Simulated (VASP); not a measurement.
Computed with PBEsol GGA, VASP's PBE PAW potentials (set 64) (plane waves; VASP 6.6.1).

Input for VASP

POSCAR:
```
NiSb
1
    1.9562638644    -3.3883485670     0.0000000000
    1.9562638644     3.3883485670     0.0000000000
    0.0000000000     0.0000000000     5.0770128701
Ni Sb
2 2
Direct
  0.0000000000   0.0000000000   0.5000000000
  0.0000000000   0.0000000000   0.0000000000
  0.3333330000   0.6666670000   0.2500000000
  0.6666670000   0.3333330000   0.7500000000
```

INCAR:
```
SIGMA  =  0.05   # width (eV)
LORBIT  =  11
PREC  =  Accurate
ALGO  =  Normal   # blocked Davidson
NELM  =  100
EDIFF  =  1E-7
LCHARG  =  .FALSE.
LREAL  =  .FALSE.   # projection in real space or not
ISMEAR  =  0   # Gaussian
GGA  =  PS   # PBEsol
LWAVE  =  .FALSE.
SYSTEM  =  NiSb
ENCUT  =  520   # plane-wave cut-off (eV)
LMAXMIX  =  4
ICHARG  =  11
LASPH  =  .TRUE.   # aspherical one-centre terms
```

File KPOINTS:
```
k-points along high-symmetry lines
10
Line-mode
Reciprocal
  0.000000   0.000000   0.000000 ! GAMMA
 -0.000000   0.500000   0.000000 ! M

 -0.000000   0.500000   0.000000 ! M
 -0.333333   0.666667   0.000000 ! K

 -0.333333   0.666667   0.000000 ! K
  0.000000   0.000000   0.000000 ! GAMMA

  0.000000   0.000000   0.000000 ! GAMMA
  0.000000   0.000000   0.500000 ! A

  0.000000   0.000000   0.500000 ! A
 -0.000000   0.500000   0.500000 ! L

 -0.000000   0.500000   0.500000 ! L
 -0.333333   0.666667   0.500000 ! H

 -0.333333   0.666667   0.500000 ! H
  0.000000   0.000000   0.500000 ! A

 -0.000000   0.500000   0.500000 ! L
 -0.000000   0.500000   0.000000 ! M

 -0.333333   0.666667   0.500000 ! H
 -0.333333   0.666667   0.000000 ! K
```

POTCAR, in this order: Ni Sb (PBE.64 set). Program: vasp_std. Read from the step before: CHGCAR.

What VASP printed:

**OUTCAR**
```
 ion  position               nearest neighbor table
   1  0.000  0.000  0.500-   2 2.54   2 2.54   4 2.59   3 2.59   4 2.59   3 2.59   4 2.59   3 2.59
  LATTYP: Found a hexagonal cell.
 ALAT       =     3.9125278681
 C/A-ratio  =     1.2976298294
 Subroutine PRICEL returns:
 Original cell was already a primitive cell.
 Subroutine GETGRP returns: Found 24 space group operations
The static configuration has the point symmetry D_3d.
 The point group associated with its full space group is D_6h.
The dynamic configuration has the point symmetry D_3d.
 Subroutine INISYM returns: Found 24 space group operations
   k-points           NKPTS =     90   k-points in BZ     NKDIM =     90   number of bands    NBANDS=     19
   number of dos      NEDOS =    301   number of ions     NIONS =      4
   total plane-waves  NPLWV =  36000
   dimension x,y,z NGX =    30 NGY =   30 NGZ =   40
   dimension x,y,z NGXF=    60 NGYF=   60 NGZF=   80
   ions per type =               2   2
   PREC   = accura    normal or accurate (medium, high low for compatibility)
   ISTART =      0    job   : 0-new  1-cont  2-samecut
   ICHARG =     11    charge: 1-file 2-atom 10-const
   ISPIN  =      1    spin polarized calculation?
   LNONCOLLINEAR =      F non collinear calculations
   LSORBIT =      F    spin-orbit coupling
   INIWAV =      1    electr: 0-lowe 1-rand  2-diag
...
```

**OSZICAR**
```
       N       E                     dE             d eps       ncg     rms          rms(c)
DAV:   1     0.162423830020E+03    0.16242E+03   -0.12863E+04  3428   0.165E+03
DAV:   2    -0.139831281374E+02   -0.17641E+03   -0.17158E+03  3453   0.323E+02
DAV:   3    -0.220857932874E+02   -0.81027E+01   -0.78443E+01  3958   0.846E+01
DAV:   4    -0.222816858408E+02   -0.19589E+00   -0.19412E+00  3768   0.120E+01
DAV:   5    -0.222880276360E+02   -0.63418E-02   -0.63326E-02  4283   0.226E+00
DAV:   6    -0.222882710120E+02   -0.24338E-03   -0.24336E-03  4485   0.372E-01
DAV:   7    -0.222882754407E+02   -0.44286E-05   -0.44290E-05  4403   0.427E-02
DAV:   8    -0.222882755615E+02   -0.12083E-06   -0.12143E-06  3076   0.495E-03
DAV:   9    -0.222882755688E+02   -0.73364E-08   -0.56786E-08  2302   0.145E-03
   1 F= -.22288276E+02 E0= -.22286419E+02  d E =-.371405E-02
```

File OUTCAR:
```
 val. band max:       10.3958349642   @ k =  -0.0741   0.1481   0.5000

 cond. band min:      10.4112809222   @ k =  -0.2222   0.6111   0.0000



 k-point     1 :       0.0000    0.0000    0.0000
  band No.  band energies     occupation
      1      -3.0127      2.00000
      2       1.6982      2.00000
      3       3.7778      2.00000
      4       6.0933      2.00000
      5       6.0933      2.00000
      6       6.8654      2.00000
      7       7.4825      2.00000
      8       7.4825      2.00000
      9       7.9589      2.00000
     10       7.9589      2.00000
     11       8.7745      2.00000
     12       8.7745      2.00000
     13      10.1264      2.00000
     14      10.7150      0.00000
     15      10.7151      0.00000
     16      12.6508      0.00000
     17      12.6509      0.00000
     18      13.2252      0.00000
     19      14.2789      0.00000

 k-point     2 :       0.0000    0.0556    0.0000
  band No.  band energies     occupation
      1      -2.9732      2.00000
      2       1.6955      2.00000
      3       3.8222      2.00000
      4       6.0860      2.00000
      5       6.1019      2.00000
      6       6.8526      2.00000
      7       7.4515      2.00000
      8       7.4657      2.00000
      9       7.9347      2.00000
     10       7.9662      2.00000
     11       8.7722      2.00000
     12       8.7748      2.00000
     13      10.1138      2.00000
     14      10.3745      1.69489
     15      10.5556      0.00004
     16      12.3270      0.00000
     17      12.8012      0.00000
     18      13.7833      0.00000
     19      14.2156      0.00000

 k-point     3 :       0.0000    0.1111    0.0000
  band No.  band energies     occupation
      1      -2.8550      2.00000
      2       1.6841      2.00000
      3       3.9546      2.00000
      4       6.0568      2.00000
      5       6.1276      2.00000
      6       6.8046      2.00000
      7       7.3612      2.00000
      8       7.4185      2.00000
...
```

The density is held fixed in this step, so its total energy and stress have no physical meaning. Unless said otherwise, spin-orbit coupling is left out, though it shifts the bands of the heavy elements here.

The compound is NiSb in the NiAs type structure. It was relaxed first. The run is not spin-polarised, so no magnetic state was tried.
